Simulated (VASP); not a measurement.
# MgBe (P6mm) in VASP: settings compared

Aim: see how the results for MgBe move with the level of theory and the settings. Levels: PBEsol0, PBE0+D2. Tasks: single point, atomic charges.

Everything below comes from runs of VASP 6.6.1. Logs are shortened: lines on timing, memory, paths and dates and some standing lists are left out, and cuts for length are marked.

### 1 The structure

It takes space group P6mm (No. 183, hexagonal). The conventional cell has a = 2.400 Å, b = 2.400 Å, c = 4.901 Å, α = 90.00°, β = 90.00°, γ = 120.00°. Around Mg (site symmetry 6mm) lie 1 Be at 2.22 Å and 6 Mg at 2.40 Å. Around Be (site symmetry 6mm) lie 1 Mg at 2.22 Å and 6 Be at 2.40 Å.

The cell was built by a generator and needn't be a form met in nature.

### 2 Single point, PBEsol0

run.py reads:

```python
from ase.calculators.vasp import Vasp
from ase.dft.bandgap import bandgap
from ase.io import read

atoms = read('POSCAR')
calc = Vasp(
    directory='calc',
    pp='PBE',
    setups='recommended',
    prec='Accurate',
    encut=520,
    ediff=1e-07,
    ismear=1,
    sigma=0.2,
    lreal=False,
    lasph=True,
    nelm=60,
    algo='Normal',
    isif=2,
    lwave=False,
    lcharg=False,
    gga='PS',
    lhfcalc=True,
    aexx=0.25,
    precfock='Fast',
    hfrcut=-1,
    isym=3,
    kpts=[7, 7, 3],
    gamma=True,
    nbands=9,
)
atoms.calc = calc

print('energy (eV):', atoms.get_potential_energy())
print('free energy (eV):', atoms.get_potential_energy(force_consistent=True))
print('forces (eV/A):')
print(atoms.get_forces())
print('stress (eV/A^3, Voigt):', atoms.get_stress())
print('Fermi level (eV):', calc.get_fermi_level())
gap, top, bottom = bandgap(calc)
print('band gap (eV):', gap, 'from (spin, k, band)', top, 'to', bottom)
```

POSCAR reads:

```
MgBe
1.0
    2.3995486400      0.0000000000      0.0000000000
   -1.1997743200      2.0780700800      0.0000000000
    0.0000000000      0.0000000000      4.9009135800
Mg Be
1 1
Direct
    0.0000000000      0.0000000000      0.0433479700
    0.0000000000      0.0000000000      0.5905093500
```

Potentials or basis: VASP PAW PBE potentials, release 64 (Mg, Be).

Started as:

```sh
python run.py
```

Log:

```text
energy (eV): -2.68701869
free energy (eV): -2.68726583
forces (eV/A):
[[-0.         0.         1.3899866]
 [ 0.        -0.        -1.3899866]]
stress (eV/A^3, Voigt): [-0.25171111 -0.25171111 -0.09996792 -0.         -0.         -0.        ]
Fermi level (eV): 5.87804871
band gap (eV): 0.0 from (spin, k, band) (None, None, None) to (None, None, None)
```

OUTCAR:

```text
AEXX = 0.250000
   ENCUT = 520.000000
   EDIFF = 1.00e-07
   GGA = PS
   PREC = Accurate
   PRECFOCK = Fast
   ISIF = 2
   ISMEAR = 1
   ISYM = 3
   NELM = 60
   LASPH = .TRUE.
   LHFCALC = .TRUE.
   LREAL = .FALSE.

 ion  position               nearest neighbor table
   1  0.000  0.000  0.043-   2 2.22   2 2.68
   2  0.000  0.000  0.591-   1 2.22   1 2.68

  LATTYP: Found a hexagonal cell.
 ALAT       =     2.3995486400
 C/A-ratio  =     2.0424314383

  Lattice vectors:

 A1 = (   2.3995486400,   0.0000000000,   0.0000000000)
 A2 = (  -1.1997743200,   2.0780700800,   0.0000000000)
 A3 = (   0.0000000000,   0.0000000000,   4.9009135800)

Analysis of symmetry for initial positions (statically):
=====================================================================
 Subroutine PRICEL returns:
 Original cell was already a primitive cell.

 Routine SETGRP: Setting up the symmetry group for a
 hexagonal supercell.

 Subroutine GETGRP returns: Found 12 space group operations
 (whereof 12 operations were pure point group operations)
 out of a pool of 24 trial point group operations.

The static configuration has the point symmetry C_6v.

Analysis of symmetry for dynamics (positions and initial velocities):
=====================================================================
 Subroutine PRICEL returns:
 Original cell was already a primitive cell.

 Routine SETGRP: Setting up the symmetry group for a
 hexagonal supercell.

 Subroutine GETGRP returns: Found 12 space group operations
 (whereof 12 operations were pure point group operations)
 out of a pool of 24 trial point group operations.

The dynamic configuration has the point symmetry C_6v.

 Subroutine INISYM returns: Found 12 space group operations
 (whereof 12 operations are pure point group operations),
 and found     1 'primitive' translations

----------------------------------------------------------------------------------------

                                     Primitive cell

  volume of cell :      24.4381

  direct lattice vectors                    reciprocal lattice vectors
     2.399548640  0.000000000  0.000000000     0.416745043  0.240607862  0.000000000
    -1.199774320  2.078070080  0.000000000     0.000000000  0.481215725  0.000000000
     0.000000000  0.000000000  4.900913580     0.000000000  0.000000000  0.204043590

  length of vectors
     2.399548640  2.399548640  4.900913580     0.481215725  0.481215725  0.204043590

  position of ions in fractional coordinates (direct lattice)
     0.000000000  0.000000000  0.043347970
     0.000000000  0.000000000  0.590509350

  ion indices of the primitive-cell ions
   primitive index   ion index
                 1           1
                 2           2

----------------------------------------------------------------------------------------

 KPOINTS: KPOINTS created by Atomic Simulation Env
[... 40 lines left out ...]
  0.285714  0.285714  0.333333     12.000000
   k-points           NKPTS =     16   k-points in BZ     NKDIM =    147   number of bands    NBANDS=      9
   number of dos      NEDOS =    301   number of ions     NIONS =      2
   total plane-waves  NPLWV =  11664
   dimension x,y,z NGX =    18 NGY =   18 NGZ =   36
   dimension x,y,z NGXF=    36 NGYF=   36 NGZF=   72
   ions per type =               1   1
   NGX,Y,Z   is equivalent  to a cutoff of  12.47, 12.47, 12.21 a.u.
   NGXF,Y,Z  is equivalent  to a cutoff of  24.94, 24.94, 24.42 a.u.
 SYSTEM =  unknown system
   PREC   = accura    normal or accurate (medium, high low for compatibility)
   ISTART =      0    job   : 0-new  1-cont  2-samecut
   ICHARG =      2    charge: 1-file 2-atom 10-const
   ISPIN  =      1    spin polarized calculation?
   LNONCOLLINEAR =      F non collinear calculations
   LSORBIT =      F    spin-orbit coupling
   LASPH  =      T    aspherical Exc in radial PAW
   ENCUT  =  520.0 eV  38.22 Ry    6.18 a.u.   4.46  4.46  9.11*2*pi/ulx,y,z
   NELM   =     60;   NELMIN=  2; NELMDL= -5     # of ELM steps
   EDIFF  = 0.1E-06   stopping-criterion for ELM
   LREAL  =      F    real-space projection
   EDIFFG = 0.1E-05   stopping-criterion for IOM
   NSW    =      0    number of steps for IOM
   IBRION =     -1    ionic relax: 0-MD 1-quasi-New 2-CG
   NFREE  =      0    steps in history (QN), initial steepest desc. (CG)
   ISIF   =      2    stress and relaxation
   ISYM   =      3    0-nonsym 1-usesym 2-fastsym
   POTIM  = 0.5000    time-step for ionic-motion
   TEBEG  =    0.0;   TEEND  =   0.0 temperature during run
   PSTRESS=    0.0 pullay stress
   NELECT =       4.0000    total number of electrons
   NUPDOWN=      -1.0000    fix difference up-down
   EMIN   =  10.00;   EMAX   =-10.00  energy-range for DOS
   EFERMI =   0.00;   METHOD = LEGACY
   ISMEAR =     1;   SIGMA  =   0.20  broadening in eV -4-tet -1-fermi 0-gaus
   EFERMI_NEDOS =   21; number of points for ismear=-14 and -15
   IALGO  =     38    algorithm
   IMIX   =      1    mixing-type and parameters
     AMIX     =   0.40;   BMIX     =  1.00
     AMIX_MAG =   1.60;   BMIX_MAG =  1.00
  volume/ion in A,a.u.               =      12.22        82.46
  Fermi-wavevector in a.u.,A,eV,Ry     =   0.895514  1.692277 10.911138  0.801946
  Thomas-Fermi vector in A             =   2.017856
   LORBIT       =      0    0 simple, 1 ext, 2 COOP (PROOUT), +10 PAW based schemes
   GGA     = PS    functional components
   LHFCALC =     T    Hartree Fock is set to
   PRECFOCK=fast      Normal, Fast or Accurate (Low or Medium for compatibility)
   ENCUT4O =  -1.0   cutoff for four orbital integrals eV
   NKREDX  =     1    reduce k-point grid by
   NKREDY  =     1    reduce k-point grid by
   NKREDZ  =     1    reduce k-point grid by
   AEXX    =    0.2500 exact exchange contribution
   HFSCREEN=    0.0000 screening length (either q_TF or 0.3 A-1)
   HFSCREENC=   0.0000 screening length for correlation (either q_TF or 0.3 A-1)
   ENCUTFOCK=  -1.0 apply spherical cutoff to Coloumb kernel
   IVDW    =     0    specifies the selected vdW correction
   LEPSILON=     F    determine dielectric tensor
   LRPA    =     F    only Hartree local field effects (RPA)
 non-spin polarized calculation
 Methfessel and Paxton  Order N= 1 SIGMA  =   0.20
  energy-cutoff  :      520.00
  volume of cell :       24.44
 maximum number of plane-waves:       673
 NGX is ok and might be reduce to    18
  NGX = 12; NGY = 12; NGZ = 24

 number of electron       4.0000000 magnetization

 Free energy of the ion-electron system (eV)
  ---------------------------------------------------
  ext. energy  EPLUGINS =         0.00000000
  ---------------------------------------------------
  free energy    TOTEN  =        -2.68726583 eV

  energy without entropy =       -2.68652440  energy(sigma->0) =       -2.68701869

 E-fermi :   5.8780     XC(G=0):  -7.8689

 val. band max:        5.4931176120   @ k =   0.0000   0.0000   0.3333
 cond. band min:       5.9293950290   @ k =   0.2857   0.1429   0.0000
 fundamental gap:      0.4362774170
 Fermi energy:         5.8780487104

 k-point     1 :       0.0000    0.0000    0.0000
  band No.  band energies     occupation
      1      -6.1511      2.00000
      2      -0.0640      2.00000
      3       0.9504      2.00000
      4      17.4600      0.00000
      5      20.0567      0.00000
      6      22.4114      0.00000
      7      22.4114      0.00000
      8      26.0677      0.00000
      9      26.0677      0.00000
[... 169 lines left out ...]
 k-point    16 :       0.2857    0.2857    0.3333
  band No.  band energies     occupation
      1       2.7767      2.00000
      2       6.1989     -0.04576
      3       7.5685     -0.00000
      4      10.2813      0.00000
      5      10.2868      0.00000
      6      11.2896      0.00000
      7      15.4674      0.00000
      8      18.7247      0.00000
      9      20.5598      0.00000

------------------------ aborting loop because EDIFF is reached ----------------------------------------

  FORCE on cell =-STRESS in cart. coord.  units (eV):
  Direction    XX          YY          ZZ          XY          YZ          ZX
  --------------------------------------------------------------------------------------
  -------------------------------------------------------------------------------------
  Total        6.1513294      6.1513294      2.4430212     -0.0000000      0.0000000      0.0000000
  in kB      403.2856526    403.2856527    160.1662592     -0.0000000      0.0000000      0.0000000
  external PRESSURE =     322.2458548 kB  Pullay stress =       0.0000000 kB

 VOLUME and BASIS-vectors are now :
 -----------------------------------------------------------------------------
  energy-cutoff  :      520.00
  volume of cell :       24.44
      direct lattice vectors                 reciprocal lattice vectors
     2.399548640  0.000000000  0.000000000     0.416745043  0.240607862  0.000000000
    -1.199774320  2.078070080  0.000000000     0.000000000  0.481215725  0.000000000
     0.000000000  0.000000000  4.900913580     0.000000000  0.000000000  0.204043590

 POSITION                                       TOTAL-FORCE (eV/Angst)
 -----------------------------------------------------------------------------------
      0.00000      0.00000      0.21244        -0.000000      0.000000      1.389987
      0.00000      0.00000      2.89404         0.000000     -0.000000     -1.389987
 -----------------------------------------------------------------------------------
    total drift:                                0.000000     -0.000000      0.000036

  FREE ENERGIE OF THE ION-ELECTRON SYSTEM (eV)
  ---------------------------------------------------
  free  energy   TOTEN  =        -2.6872658324 eV

  energy  without entropy=       -2.6865243980  energy(sigma->0) =       -2.68701869
```

INCAR:

```text
AEXX = 0.250000
ENCUT = 520.000000
SIGMA = 0.200000
HFRCUT = -1.000000
EDIFF = 1.00e-07
ALGO = Normal
GGA = PS
PREC = Accurate
PRECFOCK = Fast
ISIF = 2
ISMEAR = 1
ISYM = 3
NBANDS = 9
NELM = 60
LASPH = .TRUE.
LCHARG = .FALSE.
LHFCALC = .TRUE.
LWAVE = .FALSE.
LREAL = .FALSE.
```

It took 3.8 min on 1 thread of Intel Xeon Platinum 8259CL at 2.50GHz (Skylake/Cascade Lake), shared host; peak memory 0.14 GiB.

Results:

```yaml
Free_energy: -2.6873 eV
Pressure: 32.2 GPa
Largest_force: 1.390 eV/Å
Band_gap_on_the_k_mesh: none (metal or under the smearing width)
```

Forces on the atoms (eV/Å):
```
Mg   0.000  0.000  1.390
Be   0.000  0.000 -1.390
```

Stress tensor (GPa, compression positive):
```
40.33  0.00  0.00
 0.00 40.33  0.00
 0.00  0.00 16.02
```

Levels at points of the mesh, in eV from the Fermi level:
```csv
k point,band 1,band 2,band 3,band 4,band 5,band 6,band 7
"(0.00, 0.00, 0.00)",-12.03,-5.94,-4.93,11.58,14.18,16.53,16.53
```

Caveat: the k mesh is coarse (spacing up to 0.43 Å⁻¹), so the values aren't converged, least of all with exact exchange; a pressure of tens of GPa on the cell as given is suspect, and the run, the potentials or the cell itself is likely at fault; the PAW data sets were made with another functional, which shifts forces and pressure a little.

(Part 1 of 2 ends here.)
